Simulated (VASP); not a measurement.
# KZnF3: the band gap, functional by functional, part 2 of 2

Aim: the gap of KZnF3 on one structure at many levels of theory. The starting structure is a measured crystal structure from the Crystallography Open Database. Cell and atoms stay as given. Meshes and data sets differ where the inputs say so.

VASP 6.6.1.

Results so far: LDA 3.597 eV; PBE 3.796 eV; r2SCAN 4.580 eV.

## Step 5: Bands with TB-mBJ

Level of this step: TB-mBJ; plane waves and PAW (Zn, K_sv, F) (VASP).

TB-mBJ is a local potential fitted to gaps: it costs far less than a hybrid but gives no energy. Its energies, forces and stress mean nothing.

Input file INCAR:

```
SYSTEM = KZnF3
PREC = Accurate
ENCUT = 460
EDIFF = 1E-06
NELM = 150
ISMEAR = 0
SIGMA = 0.03
LREAL = .FALSE.
ALGO = Normal
METAGGA = MBJ
LASPH = .TRUE.
NBANDS = 36
LORBIT = 11
LWAVE = .FALSE.
LCHARG = .FALSE.
KPAR = 8
```

Input file POSCAR:

```
KZnF3
1.0
    4.0500000000      0.0000000000      0.0000000000
    0.0000000000      4.0500000000      0.0000000000
    0.0000000000      0.0000000000      4.0500000000
Zn K F
1 1 3
Direct
    0.5000000000      0.5000000000      0.5000000000
    0.0000000000      0.0000000000      0.0000000000
    0.5000000000      0.0000000000      0.5000000000
    0.0000000000      0.5000000000      0.5000000000
    0.5000000000      0.5000000000      0.0000000000
```

Input file KPOINTS:

```
Automatic mesh
0
Gamma
6 6 6
0 0 0
```

Input file KPOINTS_OPT:

```
Line mode
8
Line-mode
Reciprocal
  0.00000000   0.00000000   0.00000000 GAMMA
  0.00000000   0.50000000   0.00000000 X

  0.00000000   0.50000000   0.00000000 X
  0.50000000   0.50000000   0.00000000 M

  0.50000000   0.50000000   0.00000000 M
  0.00000000   0.00000000   0.00000000 GAMMA

  0.00000000   0.00000000   0.00000000 GAMMA
  0.50000000   0.50000000   0.50000000 R

  0.50000000   0.50000000   0.50000000 R
  0.00000000   0.50000000   0.00000000 X

  0.50000000   0.50000000   0.00000000 M
  0.50000000   0.50000000   0.50000000 R
```

Potentials, in the order of the species: Zn, K_sv and F (PBE family, release 64).

On the command line:

```bash
$ mpirun -np 8 vasp_std
```

The program printed:

```text
[banner, memory and clock lines left out]
running    8 mpi-ranks, on    1 nodes
[...]
[... a notice as in an earlier step ...]

 [... a notice as in an earlier step ...]

 LDA part: xc-table for (None), standard interpolation
 POSCAR, INCAR and KPOINTS ok, starting setup
[...]
entering main loop
       N       E                     dE             d eps       ncg     rms          rms(c)
DAV:   1     0.576172833941E+03    0.57617E+03   -0.19562E+04  1448   0.126E+03
DAV:   2     0.210222591377E+03   -0.36595E+03   -0.33876E+03  1508   0.353E+02
DAV:   3     0.173582164372E+03   -0.36640E+02   -0.36022E+02  1704   0.113E+02
DAV:   4     0.172599290628E+03   -0.98287E+00   -0.97734E+00  2056   0.171E+01
[...]
DAV:  72     0.179896566008E+03   -0.12594E-03   -0.49627E-09   720   0.391E-04    0.232E-04
DAV:  73     0.179896472016E+03   -0.93992E-04   -0.29127E-09   720   0.361E-04    0.232E-04
DAV:  74     0.179896471788E+03   -0.22805E-06   -0.76541E-10   720   0.283E-04
   1 F= 0.17989647E+03 E0= 0.17989647E+03  d E =-.907614E-29
 Start KPOINTS_OPT (optional k-point list driver)
k-point batch [1-20\48]
       N       E                     dE             ncg
DAV:   1     0.314011492510E+04   -0.13835E+05     1448
DAV:   2    -0.492547828076E+04   -0.80656E+04     1496
DAV:   3    -0.569227411038E+04   -0.76680E+03     1684
DAV:   4    -0.571388649350E+04   -0.21612E+02     2112
DAV:   5    -0.571420551589E+04   -0.31902E+00     1736
DAV:   6    -0.571422158183E+04   -0.16066E-01     2012
DAV:   7    -0.571422165237E+04   -0.70539E-04     1720
DAV:   8    -0.571422165299E+04   -0.62501E-06     1424
[...]
k-point batch [41-48\48]
       N       E                     dE             ncg
DAV:   1     0.166334623996E+05   -0.10287E+05      600
DAV:   2     0.135756876211E+05   -0.30578E+04      648
DAV:   3     0.132929722100E+05   -0.28272E+03      664
DAV:   4     0.132852565766E+05   -0.77156E+01      816
DAV:   5     0.132851209092E+05   -0.13567E+00      668
DAV:   6     0.132851153382E+05   -0.55711E-02      816
DAV:   7     0.132851153167E+05   -0.21484E-04      660
DAV:   8     0.132851153164E+05   -0.28445E-06      572
```

It took 80 s on 8 MPI ranks of AMD EPYC 7R43, shared host; peak memory 1.6 GiB; 8.5 min of CPU time.

Parts of OUTCAR (step 5):

```text
  Total     -212.7560183   -212.7560183   -212.7560183      0.0000000     -0.0000000      0.0000000
  in kB    -5131.2995320  -5131.2995320  -5131.2995320      0.0000000     -0.0000000      0.0000000
  external PRESSURE =   -5131.2995320 kB  Pullay stress =       0.0000000 kB

  FREE ENERGIE OF THE ION-ELECTRON SYSTEM (eV)
  ---------------------------------------------------
  free  energy   TOTEN  =       179.8964717875 eV

  energy  without entropy=      179.8964717875  energy(sigma->0) =      179.89647179

[... 3 parts as in an earlier step ...]

[... 1 further part left out ...]
[key lines of the parts left out:]
E-fermi :   1.9253
```

TB-mBJ gives a least gap of 6.798 eV, and a least direct gap of 8.950 eV. The least gap is +3.201 eV from that of LDA.

## Step 6: Bands with HSE06

HSE06 mixes in a quarter of exact exchange at short range, at far higher cost; in semiconductors this cures much of the gap error, while metals seldom gain. This run uses a 4×4×4 mesh. Its starting orbitals come from a semilocal run on the same mesh, not shown.

Input file INCAR:

```
SYSTEM = KZnF3
PREC = Accurate
ENCUT = 460
EDIFF = 1E-06
NELM = 100
ISMEAR = 0
SIGMA = 0.03
LREAL = .FALSE.
ALGO = Normal
LHFCALC = .TRUE.
AEXX = 0.25
GGA = PE
HFSCREEN = 0.2
LASPH = .TRUE.
NBANDS = 27
PRECFOCK = Fast
LORBIT = 11
LWAVE = .FALSE.
LCHARG = .FALSE.
KPAR = 8
```

POSCAR is that of step 5.

Input file KPOINTS:

```
Automatic mesh
0
Gamma
4 4 4
0 0 0
```

KPOINTS_OPT is that of step 5.

On the command line:

```bash
$ mpirun -np 8 vasp_std
```

The program printed:

```text
[banner, memory and clock lines left out]
running    8 mpi-ranks, on    1 nodes
[...]
[... a notice as in an earlier step ...]

 LDA part: xc-table for (Slater+PW92), standard interpolation
 found WAVECAR, reading the header
 POSCAR, INCAR and KPOINTS ok, starting setup
[...]
reading WAVECAR
 the WAVECAR file was read successfully
 initial charge from wavefunction
 entering main loop
       N       E                     dE             d eps       ncg     rms          rms(c)
DAV:   1    -0.258154774231E+02   -0.25815E+02   -0.33643E+00   611   0.325E+01    0.349E+00
DAV:   2    -0.257051981491E+02    0.11028E+00   -0.48889E-01   615   0.951E+00    0.160E+00
DAV:   3    -0.256939248058E+02    0.11273E-01   -0.11411E-01   648   0.345E+00    0.923E-01
DAV:   4    -0.256948234187E+02   -0.89861E-03   -0.50311E-03   655   0.106E+00    0.599E-01
DAV:   5    -0.256941586133E+02    0.66481E-03   -0.14522E-03   726   0.381E-01    0.365E-01
DAV:   6    -0.256940472965E+02    0.11132E-03   -0.18450E-04   666   0.174E-01    0.221E-01
[...]
1 F= -.25693984E+02 E0= -.25693984E+02  d E =-.883616E-19
 Start KPOINTS_OPT (optional k-point list driver)
k-point batch [1-10\48]
       N       E                     dE             ncg
DAV:   1     0.476907500896E+03   -0.50986E+04      540
DAV:   2    -0.397271838488E+04   -0.44496E+04      594
DAV:   3    -0.448788573918E+04   -0.51517E+03      609
DAV:   4    -0.450560859757E+04   -0.17723E+02      812
DAV:   5    -0.450595205240E+04   -0.34345E+00      717
DAV:   6    -0.450596192594E+04   -0.98735E-02      808
DAV:   7    -0.450596217841E+04   -0.25247E-03      712
DAV:   8    -0.450596218315E+04   -0.47331E-05      552
DAV:   9    -0.450596218336E+04   -0.21439E-06      495
[...]
k-point batch [41-48\48]
       N       E                     dE             ncg
DAV:   1     0.215847063792E+04   -0.11257E+05      432
DAV:   2    -0.140828181714E+04   -0.35668E+04      475
DAV:   3    -0.181487021251E+04   -0.40659E+03      474
DAV:   4    -0.182833860444E+04   -0.13468E+02      704
DAV:   5    -0.182858221047E+04   -0.24361E+00      560
DAV:   6    -0.182858674599E+04   -0.45355E-02      672
DAV:   7    -0.182858685985E+04   -0.11386E-03      568
DAV:   8    -0.182858686241E+04   -0.25601E-05      488
DAV:   9    -0.182858686254E+04   -0.12336E-06      392
```

The job ended after 15 min (8 MPI ranks; peak memory 2.2 GiB; 1.6 h of CPU time).

Parts of OUTCAR (step 6):

```text
 POSITION                                       TOTAL-FORCE (eV/Angst)
 -----------------------------------------------------------------------------------
      2.02500      2.02500      2.02500         0.000000      0.000000      0.000000
      0.00000      0.00000      0.00000         0.000000      0.000000      0.000000
      2.02500      0.00000      2.02500         0.000000      0.000000      0.000000
      0.00000      2.02500      2.02500         0.000000      0.000000      0.000000
      2.02500      2.02500      0.00000         0.000000      0.000000      0.000000
 -----------------------------------------------------------------------------------
    total drift:                                0.000001     -0.000000      0.000001

  FREE ENERGIE OF THE ION-ELECTRON SYSTEM (eV)
  ---------------------------------------------------
  free  energy   TOTEN  =       -25.6939844093 eV

  energy  without entropy=      -25.6939844093  energy(sigma->0) =      -25.69398441

[... 1 part as in an earlier step ...]

[... 2 further parts left out ...]
[key lines of the parts left out:]
E-fermi :  -2.3308
```

The log as kept lacks single lines of electronic cycles.

HSE06 gives a least gap of 6.260 eV, and a least direct gap of 8.025 eV. The least gap is +2.663 eV from that of LDA, on another mesh, which alone can move a gap by some hundredths of an eV.

## Step 7: The runs compared

| level | gap (eV) | least direct gap (eV) | mesh | core minutes |
| --- | --- | --- | --- | --- |
| LDA | 3.597 | 5.399 | 6×6×6 | 1.97 |
| PBE | 3.796 | 5.653 | 6×6×6 | 2.61 |
| r2SCAN | 4.58 | 6.564 | 6×6×6 | 8.0 |
| TB-mBJ | 6.798 | 8.95 | 6×6×6 | 10.7 |
| HSE06 | 6.26 | 8.025 | 4×4×4 | 117.0 |

Core minutes are wall time times ranks of the run shown, on a shared host.

## Step 8: Outcome

```
gap, LDA    : 3.597 eV
gap, PBE    : 3.796 eV
gap, r2SCAN : 4.580 eV
gap, TB-mBJ : 6.798 eV
gap, HSE06  : 6.260 eV
```

In words: Without spin-orbit coupling the gap of KZnF3 runs from 3.597 eV (LDA) to 6.798 eV (TB-mBJ). HSE06 gives +2.46 eV from PBE, on another mesh, which alone can move a gap by some hundredths of an eV. TB-mBJ lies +0.54 eV from HSE06, on another mesh, which alone can move a gap by some hundredths of an eV. These are gaps between Kohn-Sham or generalised Kohn-Sham levels of a static lattice, without excitons or temperature. Further runs on this material are not shown.

[Lines on the potential files, build, host, timing and source positions are cut from VASP's logs without a mark.]

[Logs are printed without paths, hosts, clocks, repeated set-up lines and the standing remarks that a program may print on its own settings, such as how far it seeks lower states.]

[Hosts, paths, dates, database ids (printed as entryN), source tags and the programs' standing remarks are cut or masked in the printed files.]
